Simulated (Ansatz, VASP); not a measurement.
# Cross-check of Sn3H2 (Sn wire along [110], 24 atoms a period, H-terminated) between VASP and Ansatz

Aim: how closely do two programs agree when they are given the same cell, functional and k mesh? Of the first pair: The structure shown is the start of the Ansatz relaxation below; VASP solves that cell, so the two are compared at the walk's first step.

Method: plane waves, with VASP 6.6.1 beside it; single point at PBE, in Ansatz 0.2.0.

### Step 1. The structure

The cell holds 40 atoms: 16 H and 24 Sn. Its edges and angles: a = 23.783 Å, b = 21.413 Å, c = 4.702 Å, α = 90.0°, β = 90.0°, γ = 90.0°. Vacuum lies along a and b. The structure's axis is c.

### Step 2. Ansatz: relaxation, PBE

Ansatz runs on its PAW soft_1 files.

The two programs are compared at the cell with which this relaxation starts, whose forces are those of its first step.

Input file input.yaml:

```yaml
crystal:
  lattice:
    - [23.783, 0.0, 0.0]
    - [0.0, 21.413, 0.0]
    - [0.0, 0.0, 4.7022600949]
  atoms:
    - { symbol: H, position: [0.142959257, 0.511838515, 0.0] }
    - { symbol: Sn, position: [0.185441827, 0.445109471, 0.0] }
    - { symbol: Sn, position: [0.395150442, 0.554908661, 0.0] }
    - { symbol: Sn, position: [0.395150442, 0.77450704, 0.0] }
    - { symbol: H, position: [0.437633013, 0.841236084, 0.0] }
    - { symbol: Sn, position: [0.465053314, 0.664707851, 0.0] }
    - { symbol: Sn, position: [0.465053314, 0.445109471, 0.0] }
    - { symbol: Sn, position: [0.67476193, 0.554908661, 0.0] }
    - { symbol: Sn, position: [0.67476193, 0.77450704, 0.0] }
    - { symbol: H, position: [0.7172445, 0.841236084, 0.0] }
    - { symbol: Sn, position: [0.744664801, 0.664707851, 0.0] }
    - { symbol: Sn, position: [0.744664801, 0.445109471, 0.0] }
    - { symbol: H, position: [0.212862128, 0.664707851, 0.196131437] }
    - { symbol: H, position: [0.787147372, 0.664707851, 0.303868563] }
    - { symbol: Sn, position: [0.255344699, 0.664707851, 0.5] }
    - { symbol: Sn, position: [0.255344699, 0.445109471, 0.5] }
    - { symbol: H, position: [0.282765, 0.268581238, 0.5] }
    - { symbol: H, position: [0.282765, 0.841236084, 0.5] }
    - { symbol: Sn, position: [0.325247571, 0.335310282, 0.5] }
    - { symbol: Sn, position: [0.325247571, 0.554908661, 0.5] }
    - { symbol: Sn, position: [0.325247571, 0.77450704, 0.5] }
    - { symbol: Sn, position: [0.534956186, 0.225511092, 0.5] }
    - { symbol: Sn, position: [0.534956186, 0.664707851, 0.5] }
    - { symbol: Sn, position: [0.534956186, 0.445109471, 0.5] }
    - { symbol: H, position: [0.562376487, 0.841236084, 0.5] }
    - { symbol: H, position: [0.577438756, 0.158782048, 0.5] }
    - { symbol: Sn, position: [0.604859058, 0.335310282, 0.5] }
    - { symbol: Sn, position: [0.604859058, 0.554908661, 0.5] }
    - { symbol: Sn, position: [0.604859058, 0.77450704, 0.5] }
    - { symbol: Sn, position: [0.814567673, 0.445109471, 0.5] }
    - { symbol: H, position: [0.857050244, 0.378380428, 0.5] }
    - { symbol: H, position: [0.857050244, 0.511838515, 0.5] }
    - { symbol: H, position: [0.787147372, 0.664707851, 0.696131437] }
    - { symbol: H, position: [0.212862128, 0.664707851, 0.803868563] }
    - { symbol: H, position: [0.142959257, 0.378380428, 0.0] }
    - { symbol: Sn, position: [0.395150442, 0.335310282, 0.0] }
    - { symbol: H, position: [0.422570744, 0.158782048, 0.0] }
    - { symbol: Sn, position: [0.465053314, 0.225511092, 0.0] }
    - { symbol: Sn, position: [0.67476193, 0.335310282, 0.0] }
    - { symbol: H, position: [0.7172445, 0.268581238, 0.0] }
kpoints:
  mp_grid: { grid: [1, 1, 18] }
scf:
  occupations: { method: fermi_dirac, width: 0.05 }
hamiltonian:
  xc: pbe
  pseudopotentials: { kind: paw, azcp: { folder: soft_1 } }
relax:
  cell: { fix: [a, b, alpha, beta, gamma] }
  max_steps: 45
  f_tol: 0.03
```

The run is started by

```console
$ ansatz run input.yaml --threads 8 --pin off --max-ram 16384MiB --backend cpu --events-out ev --progress --plain --runs-dir out
```

Numbers of over 12 decimals in the logs are rounded to 6 here.

Output:

```text
Engine: ansatz 0.2.0, aarch64-unknown-linux-gnu
Pseudopotentials: kind: paw
Pseudopotential: H, paw, valence charge 1, recommended cutoff 420 eV (normal), soft_1/H.paw.azcp
Pseudopotential: Sn, paw, valence charge 14, recommended cutoff 420 eV (normal), soft_1/Sn.paw.azcp
Functional definition: PBE
  parameter kappa = 0.804
  parameter beta = 0.066725
  exchange = pbe_x(kappa = kappa, mu = beta*pi^2/3)
  correlation = pbe_c(beta = beta)
Crystal: 40 atoms, lattice volume = 2394.698 Å³
Basis set: ecut = 420 eV, 46823 PW (Γ), exchange–correlation on 320×288×64 points (8 copies of the dense FFT grid, shifted against one another)
Bands: 216, of which v1, the nominal top of the filled ones, is band 176 counted from 1 (175 counted from 0)
Symmetry: 4 space group operations
Space group: Pma2 (ITA 28), of the structure as read, at distance tolerance 1.3e-4 Å
k-points: 10 of 18
Non-local potential: H, projectors of the file, l = 0: 2, l = 1: 1
Non-local potential: Sn, projectors of the file, l = 0: 2, l = 1: 2, l = 2: 2, l = 3: 1
PAW form: soft (Blöchl's): semilocal exchange-correlation on the pseudo side does not see the compensation charge
PAW one-centre angular grid: H, 110 points (default); XC on 64 Gauss nodes
PAW one-centre angular grid: Sn, 590 points (default); XC on 64 Gauss nodes
Initial density: superposition of atomic densities (neutral atoms: chi_scale 0, normalization atom)
Initial wavefunctions: pseudopotential atomic-orbital guess
Functional: x = pbe(κ = 0.804, μ = 0.219515), c = pbe(β = 0.066725)
SCF iter   1: F=—  HF=-144834.319331 eV  |F-HF|=—  |Δ(HF+E_count)|=         —  Δρ=2.59e-2  dr2=1.73e1  ethr=3.10e-3  ⟨swp⟩=6.7  Hψ=9315  notcnv=0  defer=94
preconditioner: auto → Resta (q_TF=auto, 1.982 Å⁻¹)  ε∞=2.1  [insulator: Δε(μ)=0.260 eV  Ē_g=7.565 eV  σ=0.050 eV  W_gap=0.86  n_scr=336 (ndim 8)  ℏωp=8.0 eV  f_vac=0.524  D(μ)=0.29/eV (n_scr^D=0)  ε∞_Penn≈2.1  vacuum switching on, ρ_ref=4.2e-3 e/Å³]
SCF iter   2: F=—  HF=-144830.533826 eV  |F-HF|=—  |Δ(HF+E_count)|=    3.79e0  Δρ=1.04e-2  dr2=4.36e0  ethr=3.10e-3  ⟨swp⟩=3.0  Hψ=3029  notcnv=0  defer=280
SCF iter   3: F=—  HF=-144830.097956 eV  |F-HF|=—  |Δ(HF+E_count)|=   4.36e-1  Δρ=4.74e-3  dr2=3.16e0  ethr=1.24e-3  ⟨swp⟩=3.5  Hψ=3060  notcnv=0  defer=279
SCF iter   4: F=—  HF=-144829.722663 eV  |F-HF|=—  |Δ(HF+E_count)|=   3.75e-1  Δρ=1.51e-3  dr2=2.37e-1  ethr=8.98e-4  ⟨swp⟩=3.5  Hψ=2677  notcnv=0  defer=279
SCF iter   5: F=—  HF=-144829.720682 eV  |F-HF|=—  |Δ(HF+E_count)|=   1.98e-3  Δρ=6.58e-4  dr2=4.90e-2  ethr=6.75e-5  ⟨swp⟩=2.3  Hψ=2639  notcnv=0  defer=278
SCF iter   6: F=—  HF=-144829.720998 eV  |F-HF|=—  |Δ(HF+E_count)|=   3.17e-4  Δρ=3.77e-4  dr2=9.54e-3  ethr=1.39e-5  ⟨swp⟩=2.2  Hψ=2388  notcnv=0  defer=274
SCF iter   7: F=—  HF=-144829.722602 eV  |F-HF|=—  |Δ(HF+E_count)|=   1.60e-3  Δρ=1.72e-4  dr2=9.04e-4  ethr=2.71e-6  ⟨swp⟩=2.0  Hψ=2223  notcnv=0  defer=274
SCF iter   8: F=—  HF=-144829.723605 eV  |F-HF|=—  |Δ(HF+E_count)|=   1.00e-3  Δρ=4.73e-5  dr2=1.32e-4  ethr=2.57e-7  ⟨swp⟩=2.0  Hψ=2446  notcnv=0  defer=274
SCF iter   9: F=—  HF=-144829.723707 eV  |F-HF|=—  |Δ(HF+E_count)|=   1.02e-4  Δρ=1.83e-5  dr2=3.74e-5  ethr=3.74e-8  ⟨swp⟩=2.0  Hψ=2447  notcnv=0  defer=274
SCF iter  10: F=—  HF=-144829.723740 eV  |F-HF|=—  |Δ(HF+E_count)|=   3.28e-5  Δρ=1.01e-5  dr2=8.89e-6  ethr=1.06e-8  ⟨swp⟩=2.0  Hψ=2553  notcnv=0  defer=274
SCF iter  11: F=—  HF=-144829.723743 eV  |F-HF|=—  |Δ(HF+E_count)|=   3.79e-6  Δρ=4.94e-6  dr2=9.51e-7  ethr=2.53e-9  ⟨swp⟩=2.0  Hψ=2336  notcnv=0  defer=274
SCF iter  12: F=—  HF=-144829.723745 eV  |F-HF|=—  |Δ(HF+E_count)|=   1.84e-6  Δρ=1.63e-6  dr2=1.85e-7  ethr=2.70e-10  ⟨swp⟩=2.0  Hψ=2447  notcnv=0  defer=274
SCF iter  13: F=-144829.723746 eV  HF=-144829.723746 eV  |F-HF|=8.47e-9  |Δ(HF+E_count)|=   2.15e-7  Δρ=4.54e-7  dr2=1.32e-8  ethr=2.84e-11  ⟨swp⟩=5.0  Hψ=6614  notcnv=0
SCF 1 converged in 13 iterations: F = -144829.723746 eV  dr2 = 1.32e-8
  greatest PAW one-centre occupation: 0.991 electrons in one spin orbital (limit 2), on the Sn atom at site 29 (counted from 0), in its partial waves of l = 2
relax step   1: F+E_penalty+E_count = -144829.72374551 eV  Δ(F+E_penalty+E_count) = +0.000e0 eV  max|allowed force component| = 1.972e-1 eV/Å  Δτ_max = 0.0000 Å  P = -0.314 GPa  Ω = 2394.698 Å³  fix = [a, b, alpha, beta, gamma]  reactions: a -0.363, b -0.431 GPa  (13 SCF iters, dr2 threshold 1.00e-7 eV, accepted)
Crystal: 40 atoms, lattice volume = 2401.495 Å³
Basis set: ecut = 420 eV, 46927 PW (Γ), exchange–correlation on 320×288×64 points (8 copies of the dense FFT grid, shifted against one another)
Initial density: handed on by an earlier stage of this run
Initial wavefunctions: those handed on with the density
iter 1 solved again at ethr=1.98e-4 eV; its pass at ethr=3.10e-3 eV (dr2=6.98e-1 eV) is discarded
[...]
SCF iter   4: F=—  HF=-144829.840914 eV  |F-HF|=—  |Δ(HF+E_count)|=   2.78e-4  Δρ=1.23e-6  dr2=4.41e-8  ethr=7.49e-11  ⟨swp⟩=3.0  Hψ=2880  notcnv=0
SCF iter   5: F=—  HF=-144829.840929 eV  |F-HF|=—  |Δ(HF+E_count)|=   1.49e-5  Δρ=4.48e-7  dr2=2.54e-9  ethr=1.25e-11  ⟨swp⟩=2.6  Hψ=2717  notcnv=0
[...]
basis re-selected at this cell: Δ(F+E_penalty+E_count) = -8.696e-4 eV, ΔP = +0.000 GPa vs the last step (what re-selecting the basis moved, of the pressure what is left beyond the Pulay correction that the steps carried, after the strain that the cell walked since its last selection, with what the two solves' SCF thresholds leave and, on support functions, any second-order correction that the steps lacked; it is no m [...]
SCF converged after 8 iterations
Free energy (F): -144829.840934 eV
Harris-Foulkes:  -144829.840934 eV  (|F-HF|=8.59e-9)
Internal energy: -144829.840735 eV  (E = F + TS)
E sigma→0 (E₀):  -144829.840834 eV
Entropy (-TS):   -0.000199 eV (-0.005 meV/atom)
Fermi energy:    -0.159740 eV
--- Per-component energies (eV) ---
  E_band       = -5687.858480
  E_kinetic    = 4225.178421
  E_local      = -176932.911110  (includes V_loc(G=0)·N_el)
  E_nonlocal   = 3485.696351
  E_hartree    = 86709.743853
  E_xc         = -3137.532204
  E_vxc        = -2076.708397  (∫ρ·V_xc dr)
  E_paw        = -104894.316858  (= ΣΔE_a)
  E_vpaw       = -7808.595298  (= ΣTr[D̂ρ^β])
  E_aug_tail   = -0.007077  (compensation charges beyond the density's cutoff)
  E_ewald      = 45714.307890
  E_smearing   = -0.000199  (= −TS)
  E_closure    = 0.000000  (closes the sum)
  Σ components = -144829.840934   (vs F -144829.840934, Δ=0.00e0)
--- Forces (eV/Å), atoms counted from 1 ---
  atom   1  H     -0.00010189     0.00441300     0.00000000
  atom   2  Sn    -0.00127836    -0.00218772    -0.00000000
  atom   3  Sn     0.01504224    -0.00725317    -0.00000000
  atom   4  Sn     0.01984622    -0.01466847    -0.00000000
  atom   5  H     -0.00056964     0.00008723     0.00000000
  atom   6  Sn    -0.01032879    -0.00160070    -0.00000000
  atom   7  Sn    -0.00768141     0.00180383     0.00000000
  atom   8  Sn     0.01262619     0.00300376     0.00000000
  atom   9  Sn    -0.00035195     0.01119617     0.00000000
  atom  10  H     -0.00003252     0.00057287     0.00000000
  atom  11  Sn    -0.00851886    -0.02512619    -0.00000000
  atom  12  Sn    -0.02040538     0.00603328     0.00000000
  atom  13  H     -0.00070680    -0.00032671    -0.00495022
  atom  14  H      0.00070680    -0.00032671     0.00495022
  atom  15  Sn     0.00851886    -0.02512619    -0.00000000
  atom  16  Sn     0.02040538     0.00603328     0.00000000
  atom  17  H      0.00156597     0.00011250     0.00000000
  atom  18  H      0.00003252     0.00057287     0.00000000
  atom  19  Sn    -0.00407927     0.00830405     0.00000000
  atom  20  Sn    -0.01262619     0.00300376     0.00000000
  atom  21  Sn     0.00035195     0.01119617     0.00000000
  atom  22  Sn     0.01796865     0.01356829     0.00000000
  atom  23  Sn     0.01032879    -0.00160070    -0.00000000
  atom  24  Sn     0.00768141     0.00180383     0.00000000
[...]
atom  33  H      0.00070680    -0.00032671    -0.00495022
  atom  34  H     -0.00070680    -0.00032671     0.00495022
  atom  35  H      0.00098718    -0.00328045    -0.00000000
  atom  36  Sn     0.01723773     0.00676404     0.00000000
  atom  37  H      0.00217343    -0.00108895    -0.00000000
  atom  38  Sn    -0.01796865     0.01356829     0.00000000
  atom  39  Sn     0.00407927     0.00830405     0.00000000
  atom  40  H     -0.00156597     0.00011250     0.00000000
  max |Σ_I F_I| component: 1.66e-7 eV/Å
--- Stress (GPa, compression-positive) ---
       -0.026860       0.000000       0.000000
        0.000000      -0.032432      -0.000000
        0.000000      -0.000000      -0.011024
  P = ⅓ Tr σ = -0.0234 GPa (-0.234 kbar)
--- Relaxed structure (4 steps of the walk, 3 accepted, 1 SCFs on fresh bases) ---
  F+E_penalty+E_count = -144829.84093400 eV   max|allowed force component| = 2.513e-2 eV/Å   (the final SCF, on the basis selected at the relaxed cell)
  cell:  # Å, volume = 2405.7745 Å³
    - [23.783, 0.0, 0.0]
    - [0.0, 21.413, 0.0]
    - [0.0, 0.0, 4.724009]
  atoms:
    - { symbol: H, position: [0.145076, 0.510202, 0] }
    - { symbol: Sn, position: [0.188865, 0.445391, 0] }
    - { symbol: Sn, position: [0.395401, 0.554481, 0] }
    - { symbol: Sn, position: [0.394220, 0.771561, 0] }
    - { symbol: H, position: [0.436550, 0.837913, 0] }
    - { symbol: Sn, position: [0.465343, 0.663863, 0] }
    - { symbol: Sn, position: [0.465261, 0.445057, 0] }
    - { symbol: Sn, position: [0.673922, 0.554444, 0] }
    - { symbol: Sn, position: [0.672712, 0.772169, 0] }
    - { symbol: H, position: [0.715193, 0.838459, 0] }
    - { symbol: Sn, position: [0.741646, 0.664448, 0] }
    - { symbol: Sn, position: [0.743902, 0.445640, 0] }
    - { symbol: H, position: [0.214809, 0.664379, 0.206479] }
    - { symbol: H, position: [0.785191, 0.664379, 0.293521] }
    - { symbol: Sn, position: [0.258354, 0.664448, 0.500000] }
    - { symbol: Sn, position: [0.256098, 0.445640, 0.500000] }
    - { symbol: H, position: [0.284970, 0.271922, 0.500000] }
    - { symbol: H, position: [0.284807, 0.838459, 0.500000] }
    - { symbol: Sn, position: [0.327377, 0.338448, 0.500000] }
    - { symbol: Sn, position: [0.326078, 0.554444, 0.500000] }
    - { symbol: Sn, position: [0.327288, 0.772169, 0.500000] }
    - { symbol: Sn, position: [0.533610, 0.228129, 0.500000] }
    - { symbol: Sn, position: [0.534657, 0.663863, 0.500000] }
    - { symbol: Sn, position: [0.534739, 0.445057, 0.500000] }
    - { symbol: H, position: [0.563450, 0.837913, 0.500000] }
    - { symbol: H, position: [0.576184, 0.161837, 0.500000] }
    - { symbol: Sn, position: [0.604442, 0.335822, 0.500000] }
    - { symbol: Sn, position: [0.604599, 0.554481, 0.500000] }
    - { symbol: Sn, position: [0.605780, 0.771561, 0.500000] }
    - { symbol: Sn, position: [0.811135, 0.445391, 0.500000] }
    - { symbol: H, position: [0.854989, 0.380632, 0.500000] }
    - { symbol: H, position: [0.854924, 0.510202, 0.500000] }
    - { symbol: H, position: [0.785191, 0.664379, 0.706479] }
    - { symbol: H, position: [0.214809, 0.664379, 0.793521] }
    - { symbol: H, position: [0.145011, 0.380632, 0] }
    - { symbol: Sn, position: [0.395558, 0.335822, 0] }
    - { symbol: H, position: [0.423816, 0.161837, 0] }
    - { symbol: Sn, position: [0.466390, 0.228129, 0] }
    - { symbol: Sn, position: [0.672623, 0.338448, 0] }
    - { symbol: H, position: [0.715030, 0.271922, 0] }
```

### Step 3. VASP: single point, PBE, start cell, pair 1

The same cell, functional, mesh and smearing now go to VASP, with its own data sets.

Lines of VASP's logs that name or quote its potential files are left out, and so is its time.

Input file INCAR:

```
SYSTEM = Sn3H2
PREC = Accurate
ENCUT = 400
EDIFF = 1E-06
NELM = 120
ISMEAR = -1
SIGMA = 0.05
LREAL = Auto
ALGO = Normal
GGA = PE
NBANDS = 204
LORBIT = 11
LWAVE = .FALSE.
LCHARG = .FALSE.
ISIF = 2
LASPH = .TRUE.
GGA_COMPAT = .FALSE.
EFERMI = MIDGAP
KPAR = 4
```

Input file POSCAR:

```
Sn3H2
1.0
   23.7830000000      0.0000000000      0.0000000000
    0.0000000000     21.4130000000      0.0000000000
    0.0000000000      0.0000000000      4.7022600000
H Sn
16 24
Direct
    0.1429545053      0.5118385093      0.0000000000
    0.4376282639      0.8412360715      0.0000000000
    0.7172397511      0.8412360715      0.0000000000
    0.2128573771      0.6647078410      0.1961314347
    0.7871426229      0.6647078410      0.3038685653
    0.2827602489      0.2685812357      0.5000000000
    0.2827602489      0.8412360715      0.5000000000
    0.5623717361      0.8412360715      0.5000000000
    0.5774340075      0.1587820483      0.5000000000
    0.8570454947      0.3783804231      0.5000000000
    0.8570454947      0.5118385093      0.5000000000
    0.7871426229      0.6647078410      0.6961314347
    0.2128573771      0.6647078410      0.8038685653
    0.1429545053      0.3783804231      0.0000000000
    0.4225659925      0.1587820483      0.0000000000
    0.7172397511      0.2685812357      0.0000000000
    0.1854370769      0.4451094662      0.0000000000
    0.3951456923      0.5549086536      0.0000000000
    0.3951456923      0.7745070284      0.0000000000
    0.4650485641      0.6647078410      0.0000000000
    0.4650485641      0.4451094662      0.0000000000
    0.6747571795      0.5549086536      0.0000000000
    0.6747571795      0.7745070284      0.0000000000
    0.7446600513      0.6647078410      0.0000000000
    0.7446600513      0.4451094662      0.0000000000
    0.2553399487      0.6647078410      0.5000000000
    0.2553399487      0.4451094662      0.5000000000
    0.3252428205      0.3353102788      0.5000000000
    0.3252428205      0.5549086536      0.5000000000
    0.3252428205      0.7745070284      0.5000000000
    0.5349514359      0.2255110914      0.5000000000
    0.5349514359      0.6647078410      0.5000000000
    0.5349514359      0.4451094662      0.5000000000
    0.6048543077      0.3353102788      0.5000000000
    0.6048543077      0.5549086536      0.5000000000
    0.6048543077      0.7745070284      0.5000000000
    0.8145629231      0.4451094662      0.5000000000
    0.3951456923      0.3353102788      0.0000000000
    0.4650485641      0.2255110914      0.0000000000
    0.6747571795      0.3353102788      0.0000000000
```

Input file KPOINTS:

```
Automatic mesh
0
Gamma
1 1 18
0 0 0
```

PAW data sets: H and Sn_d (PBE family, release 64).

The run is started by

```console
$ mpirun -np 4 vasp_std
```

Output:

```text
[banner, memory and clock lines left out]
running    4 mpi-ranks, on    1 nodes
[...]
LDA part: xc-table for (Slater+PW92), standard interpolation
 POSCAR, INCAR and KPOINTS ok, starting setup
[...]
entering main loop
       N       E                     dE             d eps       ncg     rms          rms(c)
DAV:   1     0.299442845338E+04    0.29944E+04   -0.14983E+05  4792   0.143E+03
DAV:   2     0.226337342782E+03   -0.27681E+04   -0.27074E+04  4480   0.383E+02
DAV:   3    -0.123195045127E+03   -0.34953E+03   -0.34624E+03  4528   0.173E+02
DAV:   4    -0.143372404795E+03   -0.20177E+02   -0.20031E+02  4568   0.459E+01
[...]
DAV:  25    -0.139274555578E+03   -0.49306E-05   -0.16817E-07  2544   0.150E-03    0.206E-04
DAV:  26    -0.139274557795E+03   -0.22170E-05   -0.87086E-08  2600   0.101E-03    0.214E-04
DAV:  27    -0.139274558481E+03   -0.68668E-06   -0.30210E-08  2472   0.983E-04
   1 F= -.13927456E+03 E0= -.13927431E+03  d E =-.501015E-03
```

OUTCAR, selected parts (step 3):

```text
  Total       -6.7793818     -7.8330206     -3.5386236      0.0000000      0.0000000      0.0000000
  in kB       -4.5357581     -5.2406971     -2.3675227      0.0000000      0.0000000      0.0000000
  external PRESSURE =      -4.0479926 kB  Pullay stress =       0.0000000 kB

 POSITION                                       TOTAL-FORCE (eV/Angst)
 -----------------------------------------------------------------------------------
      3.39989     10.96000      0.00000         0.047768     -0.200857      0.000000
     10.40811     18.01339      0.00000        -0.061410     -0.098410      0.000000
     17.05811     18.01339      0.00000        -0.049037     -0.075365      0.000000
      5.06239     14.23339      0.92226         0.076625     -0.004156      0.205863
     18.72061     14.23339      1.42887        -0.076625     -0.004156     -0.205863
      6.72489      5.75113      2.35113         0.048309      0.065146      0.000000
      6.72489     18.01339      2.35113         0.049037     -0.075365      0.000000
     13.37489     18.01339      2.35113         0.061410     -0.098410      0.000000
     13.73311      3.40000      2.35113        -0.033844      0.078063      0.000000
     20.38311      8.10226      2.35113        -0.052008      0.205065      0.000000
     20.38311     10.96000      2.35113        -0.047768     -0.200857      0.000000
     18.72061     14.23339      3.27339        -0.076625     -0.004156      0.205863
      5.06239     14.23339      3.78000         0.076625     -0.004156     -0.205863
      3.39989      8.10226      0.00000         0.052008      0.205065      0.000000
[...]
-----------------------------------------------------------------------------------
    total drift:                               -0.000000      0.010039      0.000003

  FREE ENERGIE OF THE ION-ELECTRON SYSTEM (eV)
  ---------------------------------------------------
  free  energy   TOTEN  =      -139.2745584815 eV

  energy  without entropy=     -139.2740574661  energy(sigma->0) =     -139.27430797

[... 3 further parts left out ...]
[key lines of the parts left out:]
E-fermi :  -0.9034
```

(Continued in part 2 of 2.)

[Lines on the potential files, build, host, timing and source positions are cut from VASP's logs without a mark.]

[Logs are printed without paths, hosts, clocks, repeated set-up lines and the standing remarks that a program may print on its own settings, such as how far it seeks lower states.]

[Hosts, paths, dates, database ids (printed as entryN), source tags and the programs' standing remarks are cut or masked in the printed files.]
